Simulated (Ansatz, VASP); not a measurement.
## Cross-check of Al22P13SO68 (glassy 61Al2O3-39P2O5 (mol %)) between VASP and Ansatz

Wanted: the spread between two codes on one cell, functional and k mesh. The structure shown is the start of the Ansatz relaxation below; VASP solves that cell, so the two are compared at the walk's first step.

Calculated with Ansatz 0.2.0; plane waves, with VASP 6.6.1 beside it; single point at PBE.

## Step 1: Starting point

The cell holds 104 atoms: 22 Al, 13 P, 1 S and 68 O. Cell: a = 10.807 Å, b = 10.807 Å, c = 10.807 Å, α = 90.0°, β = 90.0°, γ = 90.0°. It derives from Al11P7O34 (glassy 61Al2O3-39P2O5 (mol %)). As first built, before any earlier steps moved the atoms (in the runner's words): 104 atoms (22 Al, 14 P, 68 O) placed at random at 2.66 g/cm^3, melted at 4000 K for 10 ps at fixed volume with the Morse and Coulomb pair potential with partial charges (Pedone, Malavasi, Menziani, Cormack and Segre, J. Phys. Chem. B 110, 11780 (2006)). Quenched from 4000 K to 300 K at 50 K/ps and fixed volume, held 10 ps at zero pressure. Nearest the centre at fractional (0.791, 0.581, 0.929): S36 at 0.00 Å, O92 at 1.53 Å, O43 at 1.55 Å, O59 at 1.55 Å, O67 at 1.56 Å, Al20 at 2.80 Å, Al3 at 2.92 Å, Al14 at 3.02 Å.

## Step 2: Ansatz: relaxation, PBE

Ansatz runs on its default PAW (the set named soft_2) files.

The two programs are compared at the cell with which this relaxation starts, whose forces are those of its first step.

input.yaml reads:

```yaml
crystal:
  lattice:
    - [10.80682, 0.0, 0.0]
    - [0.0, 10.80682, 0.0]
    - [0.0, 0.0, 10.80682]
  atoms:
    - { symbol: Al, position: [0.16768, 0.13303, 0.23904] }
    - { symbol: Al, position: [0.89369, 0.97817, 0.90432] }
    - { symbol: Al, position: [0.55633, 0.46985, 0.00619] }
    - { symbol: Al, position: [0.98866, 0.80883, 0.14219] }
[... 6 atom lines left out ...]
    - { symbol: Al, position: [0.89666, 0.25813, 0.25066] }
[... 1 atom line left out ...]
    - { symbol: Al, position: [0.02875, 0.79189, 0.68734] }
    - { symbol: Al, position: [0.65484, 0.79792, 0.81682] }
[... 1 atom line left out ...]
    - { symbol: Al, position: [0.75123, 0.74953, 0.57274] }
    - { symbol: Al, position: [0.53323, 0.7627, 0.0694] }
[... 1 atom line left out ...]
    - { symbol: Al, position: [0.87025, 0.42674, 0.70854] }
    - { symbol: Al, position: [0.9084, 0.51096, 0.14931] }
[... 1 atom line left out ...]
    - { symbol: Al, position: [0.71001, 0.88642, 0.25527] }
[... 2 atom lines left out ...]
    - { symbol: P, position: [0.59625, 0.25395, 0.20419] }
[... 2 atom lines left out ...]
    - { symbol: P, position: [0.69631, 0.21419, 0.6633] }
[... 1 atom line left out ...]
    - { symbol: P, position: [0.26722, 0.89022, 0.10698] }
[... 1 atom line left out ...]
    - { symbol: P, position: [0.12604, 0.59254, 0.30397] }
[... 1 atom line left out ...]
    - { symbol: P, position: [0.24499, 0.28508, 0.00753] }
[... 1 atom line left out ...]
    - { symbol: P, position: [0.63503, 0.04448, 0.03616] }
[... 2 atom lines left out ...]
    - { symbol: O, position: [0.9436, 0.86887, 0.00654] }
    - { symbol: O, position: [0.51291, 0.81851, 0.90693] }
    - { symbol: O, position: [0.47694, 0.59833, 0.07125] }
[... 1 atom line left out ...]
    - { symbol: O, position: [0.70538, 0.69486, 0.9419], spin: 0.6 }
[... 2 atom lines left out ...]
    - { symbol: O, position: [0.49995, 0.47496, 0.8544] }
[... 1 atom line left out ...]
    - { symbol: O, position: [0.76052, 0.92177, 0.81181] }
[... 6 atom lines left out ...]
    - { symbol: O, position: [0.01401, 0.62888, 0.22023] }
    - { symbol: O, position: [0.98164, 0.93584, 0.75334] }
[... 2 atom lines left out ...]
    - { symbol: O, position: [0.90686, 0.59773, 0.01092], spin: 0.6 }
    - { symbol: O, position: [0.87584, 0.85723, 0.25196] }
[... 2 atom lines left out ...]
    - { symbol: O, position: [0.54147, 0.34572, 0.11236] }
[... 1 atom line left out ...]
    - { symbol: O, position: [0.93824, 0.3356, 0.82401] }
[... 1 atom line left out ...]
    - { symbol: O, position: [0.7182, 0.47003, 0.9868], spin: 0.6 }
[... 1 atom line left out ...]
    - { symbol: O, position: [0.78179, 0.53832, 0.24419] }
    - { symbol: O, position: [0.95745, 0.36339, 0.14881] }
[... 2 atom lines left out ...]
    - { symbol: O, position: [0.48196, 0.47265, 0.62294] }
[... 3 atom lines left out ...]
    - { symbol: O, position: [0.10724, 0.67096, 0.77193] }
    - { symbol: O, position: [0.24865, 0.64499, 0.95164] }
[... 3 atom lines left out ...]
    - { symbol: O, position: [0.97333, 0.46019, 0.58267] }
    - { symbol: O, position: [0.64257, 0.71765, 0.21044] }
[... 1 atom line left out ...]
    - { symbol: O, position: [0.73105, 0.27042, 0.23159] }
[... 1 atom line left out ...]
    - { symbol: O, position: [0.63935, 0.71719, 0.68147] }
[... 4 atom lines left out ...]
    - { symbol: O, position: [0.8269, 0.55793, 0.79472], spin: 0.6 }
[... 2 atom lines left out ...]
    - { symbol: O, position: [0.6331, 0.91084, 0.09792] }
[... 3 atom lines left out ...]
    - { symbol: O, position: [0.74256, 0.34951, 0.64557] }
    - { symbol: O, position: [0.90538, 0.73569, 0.60796] }
    - { symbol: O, position: [0.59047, 0.21759, 0.75882] }
[... 2 atom lines left out ...]
    - { symbol: O, position: [0.1456, 0.30594, 0.90165] }
magnetization:
  spin_polarized: true
kpoints:
  mp_grid: { grid: [1, 1, 1] }
hamiltonian:
  xc: pbe
scf:
  occupations: { method: fermi_dirac, width: 0.025 }
  lower_state_search: "off"
output:
  forces: true
  eigenvalues: true
relax:
  f_tol: 0.05
  max_steps: 90
```

Launch:

```bash
$ ansatz run input.yaml --threads 4 --pin off --max-ram 8192MiB --backend cpu --events-out ev --progress --plain --runs-dir out
```

Numbers of over 12 decimals in the logs are rounded to 6 here.

Output:

```text
Engine: ansatz 0.2.0, x86_64-unknown-linux-gnu
Pseudopotentials: kind: paw
Pseudopotential: Al, paw, valence charge 3, recommended cutoff 420 eV (normal), Al.paw.azcp
Pseudopotential: P, paw, valence charge 5, recommended cutoff 420 eV (normal), P.paw.azcp
Pseudopotential: S, paw, valence charge 6, recommended cutoff 420 eV (normal), S.paw.azcp
Pseudopotential: O, paw, valence charge 6, recommended cutoff 420 eV (normal), O.paw.azcp
Functional definition: PBE
  parameter kappa = 0.804
  parameter beta = 0.066725
  exchange = pbe_x(kappa = kappa, mu = beta*pi^2/3)
  correlation = pbe_c(beta = beta)
Crystal: 104 atoms, lattice volume = 1262.100 Å³
Basis set: ecut = 420 eV, 24837 PW (Γ), exchange–correlation on 150×150×150 points (8 copies of the dense FFT grid, shifted against one another)
Bands: 378, of which v1, the nominal top of the filled ones, is band 273 counted from 1 (272 counted from 0)
Symmetry: 1 space group operations
Space group: P1 (ITA 1), of the structure as read, at distance tolerance 1.1e-4 Å
Magnetic group: BNS 1.1 (UNI 1), of the structure as read, at distance tolerance 1.1e-4 Å
k-points: 1
Non-local potential: Al, projectors of the file, l = 0: 2, l = 1: 2, l = 2: 1
Non-local potential: P, projectors of the file, l = 0: 2, l = 1: 2, l = 2: 2
Non-local potential: S, projectors of the file, l = 0: 2, l = 1: 2, l = 2: 2
Non-local potential: O, projectors of the file, l = 0: 2, l = 1: 2, l = 2: 1
PAW form: soft (Blöchl's): semilocal exchange-correlation on the pseudo side does not see the compensation charge
PAW one-centre angular grid: Al, 110 points (default); XC on 64 Gauss nodes
PAW one-centre angular grid: P, 110 points (default); XC on 64 Gauss nodes
PAW one-centre angular grid: S, 110 points (default); XC on 64 Gauss nodes
PAW one-centre angular grid: O, 110 points (default); XC on 64 Gauss nodes
Initial density: superposition of atomic densities (chi_scale 0.1, normalization cell, long waves kept (reshape's long-wave potential 0.46 eV rms))
Starting moments: Σ|m| = 3 μB on 5 of 104 sites
Initial wavefunctions: pseudopotential atomic-orbital guess
Functional: x = pbe(κ = 0.804, μ = 0.219515), c = pbe(β = 0.066725)
SCF iter   1: F=—  HF=-61290.690710 eV  |F-HF|=—  |Δ(HF+E_count)|=         —  Δρ=6.76e-2 (↑6.61e-2 ↓6.76e-2)  dr2=2.29e2  dr2_m=1.25e0  M=0.103 μB ∫|m|=0.421 μB  β_m=0.30  ethr=3.10e-3  ⟨swp⟩=8.0  Hψ=3702  notcnv=0  defer=58
preconditioner: auto → Kerker (q_TF=auto, 2.372 Å⁻¹)  [metal: Δε(μ)=0.010 eV  Ē_g=13.739 eV  σ=0.025 eV  W_gap=0.10  n_scr=256 (ndim 8)  ℏωp=21.2 eV  f_vac=0.038  D(μ)=19.79/eV (n_scr^D=92)]
spin=Collinear: Kerker preconditioning applied to the charge; magnetization (m = ρ↑ − ρ↓) channel mixes plain (no charge-response kernel on spin).
SCF iter   2: F=—  HF=-61246.262334 eV  |F-HF|=—  |Δ(HF+E_count)|=    4.44e1  Δρ=3.62e-2 (↑3.59e-2 ↓3.62e-2)  dr2=8.19e1  dr2_m=6.51e-1  M=0.120 μB ∫|m|=0.353 μB  β_m=0.30  ethr=3.10e-3  ⟨swp⟩=3.0  Hψ=1412  notcnv=0  defer=202
SCF iter   3: F=—  HF=-61228.479008 eV  |F-HF|=—  |Δ(HF+E_count)|=    1.78e1  Δρ=1.92e-2 (↑1.92e-2 ↓1.80e-2)  dr2=2.01e1  dr2_m=3.42e-1  M=0.165 μB ∫|m|=0.322 μB  β_m=0.30  ethr=3.10e-3  ⟨swp⟩=3.5  Hψ=1416  notcnv=0  defer=198
SCF iter   4: F=—  HF=-61225.346929 eV  |F-HF|=—  |Δ(HF+E_count)|=    3.13e0  Δρ=6.04e-3 (↑5.75e-3 ↓6.04e-3)  dr2=6.79e0  dr2_m=1.59e-1  M=0.398 μB ∫|m|=0.460 μB  β_m=0.30  ethr=3.10e-3  ⟨swp⟩=5.0  Hψ=1878  notcnv=0  defer=195
SCF iter   5: F=—  HF=-61224.895023 eV  |F-HF|=—  |Δ(HF+E_count)|=   4.52e-1  Δρ=5.80e-3 (↑5.61e-3 ↓5.80e-3)  dr2=4.88e0  dr2_m=7.22e-2  M=0.508 μB ∫|m|=0.548 μB  β_m=0.30  ethr=1.25e-3  ⟨swp⟩=5.0  Hψ=605  notcnv=0  defer=195
SCF iter   6: F=—  HF=-61224.005137 eV  |F-HF|=—  |Δ(HF+E_count)|=   8.90e-1  Δρ=3.44e-3 (↑3.44e-3 ↓3.09e-3)  dr2=1.81e0  dr2_m=3.48e-2  M=0.553 μB ∫|m|=0.581 μB  β_m=0.30  ethr=8.95e-4  ⟨swp⟩=3.0  Hψ=1432  notcnv=0  defer=202
SCF iter   7: F=—  HF=-61223.715406 eV  |F-HF|=—  |Δ(HF+E_count)|=   2.90e-1  Δρ=2.87e-3 (↑2.75e-3 ↓2.87e-3)  dr2=1.12e0  dr2_m=1.64e-2  M=0.647 μB ∫|m|=0.671 μB  β_m=0.30  ethr=3.32e-4  ⟨swp⟩=5.5  Hψ=578  notcnv=0  defer=202
SCF iter   8: F=—  HF=-61223.610740 eV  |F-HF|=—  |Δ(HF+E_count)|=   1.05e-1  Δρ=2.20e-3 (↑2.01e-3 ↓2.20e-3)  dr2=5.34e-1  dr2_m=1.10e-2  M=0.740 μB ∫|m|=0.767 μB  β_m=0.30  ethr=2.05e-4  ⟨swp⟩=6.0  Hψ=834  notcnv=0  defer=204
SCF iter   9: F=—  HF=-61223.588942 eV  |F-HF|=—  |Δ(HF+E_count)|=   2.18e-2  Δρ=1.60e-3 (↑1.60e-3 ↓1.25e-3)  dr2=2.21e-1  dr2_m=9.26e-3  M=0.816 μB ∫|m|=0.842 μB  β_m=0.30  ethr=9.79e-5  ⟨swp⟩=7.0  Hψ=1289  notcnv=0  defer=201
SCF iter  10: F=—  HF=-61223.563137 eV  |F-HF|=—  |Δ(HF+E_count)|=   2.58e-2  Δρ=1.40e-3 (↑1.40e-3 ↓1.12e-3)  dr2=1.34e-1  dr2_m=6.35e-3  M=0.861 μB ∫|m|=0.891 μB  β_m=0.30  ethr=4.05e-5  ⟨swp⟩=4.5  Hψ=718  notcnv=0  defer=201
[...]
--- Relaxed structure (30 steps of the walk, 27 accepted, 0 SCFs on fresh bases) ---
  F+E_penalty+E_count = -61225.06021173 eV   max|allowed force component| = 4.938e-2 eV/Å
  atoms:
    - { symbol: Al, position: [0.167011, 0.134858, 0.244968] }
    - { symbol: Al, position: [0.889730, 0.971111, 0.908846] }
    - { symbol: Al, position: [0.582159, 0.512363, -0.00279653] }
    - { symbol: Al, position: [0.990713, 0.819698, 0.153490] }
    - { symbol: Al, position: [0.380892, 0.916608, 0.853284] }
    - { symbol: Al, position: [0.447445, 0.184125, 0.831341] }
    - { symbol: Al, position: [0.446868, 0.842264, 0.438145] }
    - { symbol: Al, position: [0.630612, 0.010426, 0.470210] }
    - { symbol: Al, position: [0.477031, 0.538492, 0.474060] }
    - { symbol: Al, position: [0.917330, 0.991643, 0.366640] }
    - { symbol: Al, position: [0.895241, 0.255924, 0.247447] }
    - { symbol: Al, position: [0.075609, 0.115046, 0.569766] }
    - { symbol: Al, position: [0.031747, 0.796978, 0.695494] }
    - { symbol: Al, position: [0.649724, 0.777572, 0.835275] }
    - { symbol: Al, position: [0.842695, 0.953918, 0.662650] }
    - { symbol: Al, position: [0.741960, 0.741904, 0.577624] }
    - { symbol: Al, position: [0.530252, 0.763566, 0.071998] }
    - { symbol: Al, position: [0.357037, 0.072939, 0.585134] }
    - { symbol: Al, position: [0.885380, 0.406532, 0.698254] }
    - { symbol: Al, position: [0.910393, 0.510360, 0.147485] }
    - { symbol: Al, position: [0.312838, 0.565198, 0.080561] }
    - { symbol: Al, position: [0.702474, 0.894439, 0.257010] }
    - { symbol: P, position: [0.244359, 0.667901, 0.812511] }
    - { symbol: P, position: [0.161369, 0.829205, 0.441630] }
    - { symbol: P, position: [0.599128, 0.270151, 0.189931] }
    - { symbol: P, position: [0.011120, 0.379979, 0.462237] }
    - { symbol: P, position: [0.383585, 0.286358, 0.390044] }
    - { symbol: P, position: [0.696468, 0.203917, 0.666473] }
    - { symbol: S, position: [0.816789, 0.575007, 0.902223] }
    - { symbol: P, position: [0.269966, 0.897659, 0.114208] }
    - { symbol: P, position: [0.420478, 0.454963, 0.745767] }
    - { symbol: P, position: [0.125151, 0.589271, 0.304840] }
    - { symbol: P, position: [0.686141, 0.617074, 0.310668] }
    - { symbol: P, position: [0.242076, 0.280430, 0.00996169] }
    - { symbol: P, position: [0.037240, 0.213506, 0.842630] }
    - { symbol: P, position: [0.630543, 0.047883, 0.029096] }
    - { symbol: O, position: [0.589044, 0.522042, 0.351799] }
    - { symbol: O, position: [0.274760, 0.237607, 0.316305] }
    - { symbol: O, position: [0.936265, 0.862409, 0.014860] }
    - { symbol: O, position: [0.504642, 0.820947, 0.907507] }
    - { symbol: O, position: [0.470485, 0.600491, 0.084897] }
    - { symbol: O, position: [0.309191, 0.786776, 0.771732] }
    - { symbol: O, position: [0.657185, 0.673015, 0.976251] }
    - { symbol: O, position: [0.155047, 0.814635, 0.137872] }
    - { symbol: O, position: [0.066087, 0.896174, 0.362577] }
    - { symbol: O, position: [0.495580, 0.488860, 0.860206] }
    - { symbol: O, position: [-0.00112773, 0.123800, 0.278708] }
    - { symbol: O, position: [0.760323, 0.896904, 0.822563] }
    - { symbol: O, position: [0.896302, 0.345135, 0.389696] }
    - { symbol: O, position: [0.259676, 0.00881607, 0.202770] }
    - { symbol: O, position: [0.131720, 0.678561, 0.415565] }
    - { symbol: O, position: [0.275669, 0.941792, 0.978200] }
    - { symbol: O, position: [0.242675, 0.581156, 0.230492] }
    - { symbol: O, position: [0.463190, 0.693396, 0.485422] }
    - { symbol: O, position: [0.013085, 0.626177, 0.220400] }
    - { symbol: O, position: [0.981684, 0.936049, 0.764677] }
    - { symbol: O, position: [0.406575, 0.216806, 0.509495] }
    - { symbol: O, position: [0.564661, 0.911528, 0.347563] }
    - { symbol: O, position: [0.920067, 0.584477, -0.00207855] }
    - { symbol: O, position: [0.869248, 0.860705, 0.256625] }
[...]
- { symbol: O, position: [0.289838, 0.845412, 0.390974] }
    - { symbol: O, position: [0.714931, 0.904923, 0.563685] }
    - { symbol: O, position: [0.754648, 0.334591, 0.642827] }
    - { symbol: O, position: [0.896230, 0.771816, 0.615897] }
    - { symbol: O, position: [0.592649, 0.223953, 0.762304] }
    - { symbol: O, position: [0.387563, 0.821555, 0.143073] }
    - { symbol: O, position: [0.571082, 0.137573, 0.134327] }
    - { symbol: O, position: [0.149798, 0.295280, 0.896864] }
```

[end of part 1 of 2]

[Lines on the potential files, build, host, timing and source positions are cut from VASP's logs without a mark.]

[Logs are printed without paths, hosts, clocks, repeated set-up lines and the standing remarks that a program may print on its own settings, such as how far it seeks lower states.]

[Hosts, paths, dates, database ids (printed as entryN), source tags and the programs' standing remarks are cut or masked in the printed files.]
